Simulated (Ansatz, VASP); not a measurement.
**Ag (Ag slab, plane (1, 1, 1)): VASP beside Ansatz**

Wanted: the spread between two codes on one cell, functional and k mesh. The structure shown is the end of the VASP relaxation below.

Main program and level: Ansatz 0.2.0; plane waves, with VASP 6.6.1 beside it; single point at PBE.

## (1) The structure

The cell holds 8 atoms: 8 Ag. Its edges and angles: a = 2.889 Å, b = 2.889 Å, c = 27.514 Å, α = 90.0°, β = 90.0°, γ = 120.0°. Vacuum lies along c.

## (2) VASP: relaxation, PBE

This run makes the geometry at which the two programs are then compared.

Lines of VASP's logs that name or quote its potential files are left out, and so is its time.

The input, INCAR:

```
SYSTEM = Ag
PREC = Normal
ENCUT = 300
EDIFF = 1E-05
NELM = 120
ISMEAR = -1
SIGMA = 0.1
LREAL = Auto
ALGO = Fast
GGA = PE
NBANDS = 54
LORBIT = 11
LWAVE = .FALSE.
LCHARG = .FALSE.
KPAR = 4
IBRION = 2
NSW = 60
ISIF = 2
EDIFFG = -0.03
POTIM = 0.4
MAXMIX = 40
```

The input, POSCAR:

```
Ag
1.0
    2.8893797293      0.0000000000      0.0000000000
   -1.4446898646      2.5022762467      0.0000000000
    0.0000000000      0.0000000000     27.5141806900
Ag
8
Selective dynamics
Direct
    0.6666666667      0.3333333332      0.1817244735  F F F
    0.0000000000      0.9999999999      0.2674682104  F F F
    0.3333333334      0.6666666666      0.3532119473  T T T
    0.6666666667      0.3333333333      0.4389556842  T T T
    0.0000000000      1.0000000000      0.5246994211  T T T
    0.3333333333      0.6666666666      0.6104431580  T T T
    0.6666666667      0.3333333333      0.6961868949  T T T
    0.0000000000      0.0000000000      0.7819306318  T T T
```

The input, KPOINTS:

```
Automatic mesh
0
Gamma
9 9 1
0 0 0
```

Potentials, in the order of the species: Ag (PBE family, release 64).

Launch:

```
mpirun -np 4 vasp_std
```

Numbers of over 12 decimals in the logs are rounded to 6 here.

The program printed:

```text
[banner, memory and clock lines left out]
running    4 mpi-ranks, on    1 nodes
 distrk:  each k-point on    1 cores,    4 groups
 distr:  one band on    1 cores,    1 groups

 POSCAR found type information on POSCAR Ag
 POSCAR found :  1 types and       8 ions
|                                                                             |
|               ----> ADVICE to this user running VASP <----                  |
|                                                                             |
|     You have a (more or less) 'small supercell' and for smaller cells       |
|     it is recommended to use the reciprocal-space projection scheme!        |
|     The real-space optimization is not efficient for small cells and it     |
|     is also less accurate ...                                               |
|     Therefore, set LREAL=.FALSE. in the INCAR file.                         |
|                                                                             |

 LDA part: xc-table for (Slater+PW92), standard interpolation
 POSCAR, INCAR and KPOINTS ok, starting setup
 FFT: planning ... GRIDC
 FFT: planning ... GRID_SOFT
 FFT: planning ... GRID
 WAVECAR not read
 entering main loop
       N       E                     dE             d eps       ncg     rms          rms(c)
DAV:   1     0.433126727031E+03    0.43313E+03   -0.33431E+04  1336   0.101E+03
DAV:   2    -0.115474560052E+02   -0.44467E+03   -0.42637E+03  1376   0.272E+02
DAV:   3    -0.229116643025E+02   -0.11364E+02   -0.11227E+02  1434   0.456E+01
DAV:   4    -0.230312890931E+02   -0.11962E+00   -0.11950E+00  1452   0.460E+00
DAV:   5    -0.230336879727E+02   -0.23989E-02   -0.23987E-02  1440   0.643E-01    0.139E+01
RMM:   6    -0.212547743896E+02    0.17789E+01   -0.59885E+00  1296   0.124E+01    0.913E+00
RMM:   7    -0.212011919589E+02    0.53582E-01   -0.34876E-01  1305   0.225E+00    0.484E+00
RMM:   8    -0.211864316830E+02    0.14760E-01   -0.33743E-02  1298   0.936E-01    0.503E-01
RMM:   9    -0.211855839800E+02    0.84770E-03   -0.55727E-03  1307   0.309E-01    0.177E-01
RMM:  10    -0.211843202655E+02    0.12637E-02   -0.10568E-03  1311   0.132E-01    0.871E-02
RMM:  11    -0.211842723218E+02    0.47944E-04   -0.16567E-04  1277   0.501E-02    0.598E-02
RMM:  12    -0.211843034402E+02   -0.31118E-04   -0.11877E-04  1270   0.471E-02    0.303E-02
RMM:  13    -0.211842490538E+02    0.54386E-04   -0.29027E-05   849   0.221E-02    0.214E-02
RMM:  14    -0.211842746821E+02   -0.25628E-04   -0.10428E-05   755   0.154E-02    0.109E-02
RMM:  15    -0.211843822683E+02   -0.10759E-03   -0.11692E-05   772   0.110E-02    0.947E-03
RMM:  16    -0.211844140983E+02   -0.31830E-04   -0.16538E-06   649   0.492E-03    0.845E-03
RMM:  17    -0.211844908573E+02   -0.76759E-04   -0.46346E-06   719   0.622E-03    0.824E-03
RMM:  18    -0.211845179374E+02   -0.27080E-04   -0.17548E-06   487   0.403E-03    0.811E-03
RMM:  19    -0.211845198514E+02   -0.19140E-05   -0.14081E-07   240   0.252E-03
   1 F= -.21184520E+02 E0= -.21156336E+02  d E =-.211845E+02
[... from here on, the cycles between the ionic steps are left out ...]
   2 F= -.21186043E+02 E0= -.21157916E+02  d E =-.152329E-02
   3 F= -.21189276E+02 E0= -.21161313E+02  d E =-.475586E-02
   4 F= -.21191764E+02 E0= -.21164090E+02  d E =-.724431E-02
   5 F= -.21193031E+02 E0= -.21165364E+02  d E =-.126686E-02
   6 F= -.21196432E+02 E0= -.21168785E+02  d E =-.466789E-02
   7 F= -.21200685E+02 E0= -.21173065E+02  d E =-.892090E-02
   8 F= -.21199166E+02 E0= -.21171525E+02  d E =-.740210E-02
   9 F= -.21201656E+02 E0= -.21174045E+02  d E =-.989151E-02
  10 F= -.21200962E+02 E0= -.21173345E+02  d E =-.919783E-02
 curvature: -28.66 expect dE=-0.727E-01 dE for cont linesearch -0.318E-02
 ZBRENT: interpolating
 opt :   7.3966  next Energy=   -21.201830 (dE=-0.101E-01)
 bond charge predicted
       N       E                     dE             d eps       ncg     rms          rms(c)
DAV:   1    -0.211998553352E+02    0.11046E-02   -0.37057E+00  1296   0.693E+00    0.714E-02
RMM:   2    -0.212013693243E+02   -0.15140E-02   -0.15188E-02  1299   0.742E-01    0.268E-02
RMM:   3    -0.212015681147E+02   -0.19879E-03   -0.18311E-03  1294   0.256E-01    0.237E-02
RMM:   4    -0.212016072220E+02   -0.39107E-04   -0.38677E-04  1264   0.102E-01    0.181E-02
RMM:   5    -0.212016181688E+02   -0.10947E-04   -0.10159E-04  1111   0.502E-02    0.155E-02
RMM:   6    -0.212016198973E+02   -0.17285E-05   -0.21080E-05   774   0.225E-02
  11 F= -.21201620E+02 E0= -.21174005E+02  d E =-.985573E-02
 curvature:  -1.57 expect dE=-0.244E-02 dE for cont linesearch -0.528E-07
 trial: gam= 0.49676 g(F)=  0.155E-02 g(S)=  0.000E+00 ort = 0.174E-04 (trialstep = 0.187E+01)
 search vector abs. value=  0.381E-02
 bond charge predicted
       N       E                     dE             d eps       ncg     rms          rms(c)
DAV:   1    -0.212028093776E+02   -0.11912E-02   -0.35004E+00  1296   0.697E+00    0.704E-02
RMM:   2    -0.212040128136E+02   -0.12034E-02   -0.13211E-02  1300   0.708E-01    0.228E-01
RMM:   3    -0.212046273909E+02   -0.61458E-03   -0.21067E-03  1295   0.246E-01    0.257E-01
RMM:   4    -0.212040805906E+02    0.54680E-03   -0.14818E-03  1292   0.159E-01    0.238E-01
RMM:   5    -0.212041467742E+02   -0.66184E-04   -0.13657E-04  1195   0.601E-02    0.189E-01
RMM:   6    -0.212041721610E+02   -0.25387E-04   -0.17489E-04  1248   0.578E-02    0.172E-01
RMM:   7    -0.212041967100E+02   -0.24549E-04   -0.51107E-05  1020   0.350E-02    0.127E-01
RMM:   8    -0.212042151018E+02   -0.18392E-04   -0.21012E-05   807   0.224E-02    0.730E-02
RMM:   9    -0.212042301231E+02   -0.15021E-04   -0.16696E-05   771   0.198E-02    0.411E-02
[... the rest is left out ...]
```

OUTCAR, selected parts (step 2):

```text
ion  position               nearest neighbor table
   1  0.667  0.333  0.182-   2 2.89   2 2.89   2 2.89
   2  0.000  1.000  0.267-   1 2.89   3 2.89   1 2.89   3 2.89   3 2.89   1 2.89
   3  0.333  0.667  0.353-   4 2.89   2 2.89   2 2.89   4 2.89   2 2.89   4 2.89
   4  0.667  0.333  0.439-   5 2.89   3 2.89   5 2.89   3 2.89   5 2.89   3 2.89
   5  0.000  0.000  0.525-   6 2.89   4 2.89   4 2.89   6 2.89   4 2.89   6 2.89
   6  0.333  0.667  0.610-   5 2.89   7 2.89   7 2.89   5 2.89   7 2.89   5 2.89
   7  0.667  0.333  0.696-   8 2.89   6 2.89   6 2.89   8 2.89   6 2.89   8 2.89
   8  0.000  0.000  0.782-   7 2.89   7 2.89   7 2.89

  LATTYP: Found a hexagonal cell.
 ALAT       =     2.8893797293
 C/A-ratio  =     9.5225215333

 Subroutine GETGRP returns: Found 12 space group operations
 (whereof  6 operations were pure point group operations)

The static configuration has the point symmetry C_3v.
 The point group associated with its full space group is D_3d.

 Found     12 irreducible k-points:

   k-points           NKPTS =     12   k-points in BZ     NKDIM =     12   number of bands    NBANDS=     54

   dimension x,y,z NGX =    12 NGY =   12 NGZ =  120
   dimension x,y,z NGXF=    24 NGYF=   24 NGZF=  240

   ENCUT  =  300.0 eV  22.05 Ry    4.70 a.u.   4.08  4.08 38.86*2*pi/ulx,y,z

   NELECT =      88.0000    total number of electrons

 k-points in reciprocal lattice and weights: Automatic mesh
   0.00000000  0.00000000  0.00000000       0.012
   0.11111111  0.00000000  0.00000000       0.074
   0.22222222  0.00000000  0.00000000       0.074
   0.33333333  0.00000000  0.00000000       0.074
   0.44444444  0.00000000  0.00000000       0.074
   0.11111111  0.11111111  0.00000000       0.074
   0.22222222  0.11111111  0.00000000       0.148
   0.33333333  0.11111111  0.00000000       0.148
   0.44444444  0.11111111  0.00000000       0.074
   0.22222222  0.22222222  0.00000000       0.074
   0.33333333  0.22222222  0.00000000       0.148
   0.33333333  0.33333333  0.00000000       0.025

 average (electrostatic) potential at core
       1 -74.5258       2 -74.7758       3 -74.7802       4 -74.7505       5 -74.7480
       6 -74.7743       7 -74.7398       8 -74.4825

 E-fermi :   4.4114

 k-point     1 :       0.0000    0.0000    0.0000
  band No.  band energies     occupation
    ...
     45       1.3698      2.00000
     46       1.3930      2.00000
     47       2.5900      2.00000
     48       4.0122      1.96374
     49       4.3622      1.24107
     50       8.1095      0.00000
     51       8.3655      0.00000
     52       9.6695      0.00000
     53      10.0525      0.00000
     54      12.3156      0.00000

 k-point     2 :       0.1111    0.0000    0.0000
  band No.  band energies     occupation
    ...
     43       1.3310      2.00000
     44       1.3797      2.00000
     45       1.4856      2.00000
     46       2.2176      2.00000
     47       3.2862      1.99997
     48       4.5734      0.33032
     49       5.0800      0.00249
     50       8.2705      0.00000
     51       8.6412      0.00000
     52       9.9584      0.00000
    ...

 k-point     3 :       0.2222    0.0000    0.0000
  band No.  band energies     occupation
    ...
     43       1.4005      2.00000
     44       1.4792      2.00000
     45       2.2658      2.00000
     46       3.2668      1.99998
     47       4.4512      0.80379
     48       5.7728      0.00000
     49       6.6880      0.00000
     50       8.8581      0.00000
     51       9.4729      0.00000
     52      10.8187      0.00000
    ...

  Total        1.3583856      1.3583856      0.1948647      0.0000000      0.0000000     -0.0000000
  in kB       10.9405009     10.9405009      1.5694490      0.0000000      0.0000000     -0.0000000
  external PRESSURE =       7.8168169 kB  Pullay stress =       0.0000000 kB

  energy-cutoff  :      300.00
  volume of cell :      198.93
      direct lattice vectors                 reciprocal lattice vectors
     2.889379729  0.000000000  0.000000000     0.346095042  0.199818066  0.000000000
    -1.444689865  2.502276247  0.000000000     0.000000000  0.399636132  0.000000000
     0.000000000  0.000000000 27.514180690     0.000000000  0.000000000  0.036344895

 POSITION                                       TOTAL-FORCE (eV/Angst)
 -----------------------------------------------------------------------------------
      1.44469      0.83409      5.00000         0.000000      0.000000     -0.165362
     -1.44469      2.50228      7.35917         0.000000     -0.000000      0.156397
      0.00000      1.66818      9.78889        -0.000000      0.000000      0.001525
      1.44469      0.83409     12.21313        -0.000000      0.000000     -0.014886
     -0.00000      0.00000     14.65282        -0.000000      0.000000      0.023399
      0.00000      1.66818     17.08047         0.000000      0.000000     -0.024460
      1.44469      0.83409     19.50682        -0.000000      0.000000      0.011654
     -0.00000      0.00000     21.91943        -0.000000      0.000000      0.011733
 -----------------------------------------------------------------------------------
    total drift:                                0.000001      0.000003      0.029428

  FREE ENERGIE OF THE ION-ELECTRON SYSTEM (eV)
  ---------------------------------------------------
  free  energy   TOTEN  =       -21.2312836407 eV

  energy  without entropy=      -21.1769633646  energy(sigma->0) =      -21.20412350

 reached required accuracy - stopping structural energy minimisation

 total charge
# of ion       s       p       d       tot
------------------------------------------
    1        0.429   0.223   9.165   9.817
    2        0.417   0.284   9.151   9.852
    3        0.411   0.281   9.148   9.841
    4        0.414   0.281   9.145   9.840
    5        0.414   0.281   9.145   9.840
    6        0.411   0.281   9.149   9.840
    7        0.415   0.278   9.151   9.843
    8        0.426   0.216   9.165   9.806
--------------------------------------------------
tot          3.336   2.124  73.220  78.680

[... 3 further parts left out ...]
```

## (3) Ansatz: single point, PBE

Ansatz runs on its default PAW (the set named soft_2) files.

The same cell, functional, mesh and smearing now go to Ansatz, which takes its cutoff from its data sets.

The input, input.yaml:

```yaml
crystal:
  lattice:
    - [2.88937973, 0.0, 0.0]
    - [-1.44468986, 2.50227625, 0.0]
    - [0.0, 0.0, 27.51418069]
  atoms:
    - { symbol: Ag, position: [0.66666667, 0.33333333, 0.18172447] }
    - { symbol: Ag, position: [0.0, 0.0, 0.26746821] }
    - { symbol: Ag, position: [0.33333333, 0.66666667, 0.35577601] }
    - { symbol: Ag, position: [0.66666667, 0.33333333, 0.44388502] }
    - { symbol: Ag, position: [0.0, 0.0, 0.53255518] }
    - { symbol: Ag, position: [0.33333333, 0.66666667, 0.62078799] }
    - { symbol: Ag, position: [0.66666667, 0.33333333, 0.70897325] }
    - { symbol: Ag, position: [0.0, 0.0, 0.79665928] }
hamiltonian:
  xc: pbe
  pseudopotentials: { kind: paw }
kpoints:
  mp_grid: { grid: [9, 9, 1] }
scf:
  occupations: { method: fermi_dirac, width: 0.1 }
  n_extra_bands: 6
output:
  forces: true
  eigenvalues: true
  write_density: true
  write_potential: true
  elf: true
  volumetric_format: npy
```

Launch:

```
ansatz run input.yaml --threads 4 --pin off --max-ram 9216MiB --backend cpu --events-out ev --progress --plain --runs-dir out
```

The program printed:

```text
scf.n_extra_bands = 6 over 76 filled bands (N_el = 152.0): the run solves 82 bands
Engine: ansatz 0.2.0, aarch64-unknown-linux-gnu
Pseudopotentials: kind: paw
Pseudopotential: Ag, paw, valence charge 19, recommended cutoff 420 eV (normal), Ag.paw.azcp
Functional definition: PBE
  parameter kappa = 0.804
  parameter beta = 0.066725
  exchange = pbe_x(kappa = kappa, mu = beta*pi^2/3)
  correlation = pbe_c(beta = beta)
Crystal: 8 atoms, lattice volume = 198.928 Å³
Basis set: ecut = 420 eV, 3883 PW (Γ), exchange–correlation on 40×40×384 points (8 copies of the dense FFT grid, shifted against one another)
Bands: 82, of which v1, the nominal top of the filled ones, is band 76 counted from 1 (75 counted from 0)
Symmetry: 6 space group operations
Space group: P3m1 (ITA 156), of the structure as read, at distance tolerance 5.8e-5 Å
k-points: 12 of 81 (time reversal used)
Non-local potential: Ag, projectors of the file, l = 0: 3, l = 1: 2, l = 2: 2, l = 3: 1
PAW form: soft (Blöchl's): semilocal exchange-correlation on the pseudo side does not see the compensation charge
PAW one-centre angular grid: Ag, 590 points (default); XC on 64 Gauss nodes
Initial density: superposition of atomic densities (neutral atoms: chi_scale 0, normalization atom), corrected by the library's trained network
Initial wavefunctions: pseudopotential atomic-orbital guess
Functional: x = pbe(κ = 0.804, μ = 0.219515), c = pbe(β = 0.066725)
SCF iter   1: F=—  HF=-60723.834198 eV  |F-HF|=—  |Δ(HF+E_count)|=         —  Δρ=1.15e-3  dr2=1.35e-2  ethr=1.77e-3  ⟨swp⟩=5.5  Hψ=3375  notcnv=0
preconditioner: auto → LDOS  [metal: Δε(μ)=0.101 eV  Ē_g=6.895 eV  σ=0.100 eV  W_gap=0.25  n_scr=64 (ndim 8)  ℏωp=24.7 eV  f_vac=0.280  D(μ)=1.54/eV (n_scr^D=10)  β→1.0]
SCF iter   2: F=—  HF=-60723.833166 eV  |F-HF|=—  |Δ(HF+E_count)|=   1.03e-3  Δρ=1.15e-3  dr2=8.99e-3  ethr=8.88e-6  ⟨swp⟩=2.8  Hψ=2324  notcnv=0
SCF iter   3: F=—  HF=-60723.831437 eV  |F-HF|=—  |Δ(HF+E_count)|=   1.73e-3  Δρ=1.90e-4  dr2=1.28e-4  ethr=5.92e-6  ⟨swp⟩=2.0  Hψ=1516  notcnv=0
SCF iter   4: F=—  HF=-60723.831473 eV  |F-HF|=—  |Δ(HF+E_count)|=   3.62e-5  Δρ=5.94e-5  dr2=1.10e-5  ethr=8.40e-8  ⟨swp⟩=2.6  Hψ=1788  notcnv=0
SCF iter   5: F=—  HF=-60723.831737 eV  |F-HF|=—  |Δ(HF+E_count)|=   2.64e-4  Δρ=3.01e-5  dr2=4.04e-6  ethr=7.26e-9  ⟨swp⟩=2.3  Hψ=1524  notcnv=0
SCF iter   6: F=—  HF=-60723.831737 eV  |F-HF|=—  |Δ(HF+E_count)|=   2.28e-8  Δρ=1.05e-5  dr2=4.00e-7  ethr=2.66e-9  ⟨swp⟩=2.1  Hψ=1501  notcnv=0
SCF iter   7: F=-60723.831737 eV  HF=-60723.831737 eV  |F-HF|=2.45e-8  |Δ(HF+E_count)|=   7.23e-9  Δρ=3.48e-6  dr2=3.13e-8  ethr=6.58e-11  ⟨swp⟩=12.3  Hψ=7538  notcnv=0
SCF 1 converged in 7 iterations: F = -60723.831737 eV  dr2 = 3.13e-8
  greatest PAW one-centre occupation: 1.000 electrons in one spin orbital (limit 2), on the Ag atom at site 3 (counted from 0), in its partial waves of l = 0
WARN: The output density's exchange-correlation potential varies sharply where the density is thin. Do not read a vacuum level from v_tot or v_xc, or from such a field of the output density. On a cell that repeats whose density bears no net charge and no dipole along the vacuum's axis use v_es (v_loc + v_h of the components); under efield.dipole_correction with no amplitude use v_es + v_field, which holds any externa [...]
SCF converged after 7 iterations
Free energy (F): -60723.831737 eV
Harris-Foulkes:  -60723.831737 eV  (|F-HF|=2.45e-8)
Internal energy: -60723.777158 eV  (E = F + TS)
E sigma→0 (E₀):  -60723.804447 eV
Entropy (-TS):   -0.054579 eV (-6.822 meV/atom)
Fermi energy:    10.539610 eV
--- Per-component energies (eV) ---
  E_band       = -2896.713357
  E_kinetic    = 4217.859761
  E_local      = -137168.756508  (includes V_loc(G=0)·N_el)
  E_nonlocal   = 640.685659
  E_hartree    = 67292.340507
  E_xc         = -1477.672095
  E_vxc        = -1877.335484  (∫ρ·V_xc dr)
  E_paw        = -31217.001797  (= ΣΔE_a)
  E_vpaw       = -3293.809961  (= ΣTr[D̂ρ^β])
  E_aug_tail   = 0.002608  (compensation charges beyond the density's cutoff)
  E_ewald      = 36988.764708
  E_smearing   = -0.054579  (= −TS)
  E_closure    = -0.000000  (closes the sum)
  Σ components = -60723.831737   (vs F -60723.831737, Δ=0.00e0)
--- Forces (eV/Å), atoms counted from 1 ---
  atom   1  Ag     0.00000000     0.00000000    -0.15715651
  atom   2  Ag     0.00000000     0.00000000     0.15411350
  atom   3  Ag     0.00000000    -0.00000000     0.00296611
  atom   4  Ag    -0.00000000    -0.00000000    -0.01229507
  atom   5  Ag     0.00000000     0.00000000     0.02266662
  atom   6  Ag    -0.00000000     0.00000000    -0.01384177
  atom   7  Ag    -0.00000000     0.00000000    -0.00035314
  atom   8  Ag    -0.00000000     0.00000000     0.00390359
  max |Σ_I F_I| component: 3.33e-6 eV/Å
--- Band table (eV; the first three rows and the last of 12) ---
  k-point 0: bands = [... 72 lower, 7.3305, 7.4664, 7.4664, 7.5126, 7.5126, 7.5189, 8.7147, 10.1389, ... 2 higher]
  k-point 1: bands = [... 72 lower, 7.2551, 7.3341, 7.4726, 7.5225, 7.6233, 8.3508, 9.4161, 10.7017, ... 2 higher]
  k-point 2: bands = [... 72 lower, 7.3346, 7.4832, 7.5435, 7.6153, 8.4002, 9.3989, 10.5821, 11.9025, ... 2 higher]
  k-point 11: bands = [... 72 lower, 13.8157, 13.8203, 13.8482, 14.0292, 14.0400, 14.1835, 14.4131, 14.6833, ... 2 higher]
```

Wall time 6.7 s (4 threads of Arm Neoverse V1, shared host); peak memory 0.66 GiB; 26 s of CPU time.

## (4) Differences

Known differences besides the PAW data sets themselves: the data sets hold 152 valence electrons in Ansatz (default PAW (the set named soft_2) files) and 88 in VASP; the cutoff is 420 eV in Ansatz and 300 eV in VASP (PREC = Normal, projectors in real space); VASP leaves aspherical gradient terms in its spheres out (LASPH is not set), Ansatz keeps them. Total energies have different zeros and are not compared.

Forces (eV/Å; atoms numbered as in POSCAR):

```tsv
atom	Ansatz x, y, z	VASP x, y, z
Ag1	0.000, 0.000, -0.157	0.000, 0.000, -0.165
Ag2	0.000, 0.000, 0.154	0.000, 0.000, 0.156
Ag3	0.000, 0.000, 0.003	0.000, 0.000, 0.002
Ag4	0.000, 0.000, -0.012	0.000, 0.000, -0.015
Ag5	0.000, 0.000, 0.023	0.000, 0.000, 0.023
Ag6	0.000, 0.000, -0.014	0.000, 0.000, -0.024
Ag7	0.000, 0.000, 0.000	0.000, 0.000, 0.012
Ag8	0.000, 0.000, 0.004	0.000, 0.000, 0.012
```

The forces differ by 4.1 meV/Å r.m.s., which is 8.6 % of the r.m.s. force of 0.05 eV/Å (both taken over all components, held atoms included).

## (5) What came out

| Property | Result |
| --- | --- |
| r.m.s. force difference (single point, PBE) | 4.1 meV/Å |

The r.m.s. force difference is 4.1 meV/Å (single point, PBE), within the 12 meV/Å picked in this series as the mark of a large difference. How closely two codes agree says nothing of how well the functional describes the real material.

[Lines on the potential files, build, host, timing and source positions are cut from VASP's logs without a mark.]

[Logs are printed without paths, hosts, clocks, repeated set-up lines and the standing remarks that a program may print on its own settings, such as how far it seeks lower states.]

[Hosts, paths, dates, database ids (printed as entryN), source tags and the programs' standing remarks are cut or masked in the printed files.]
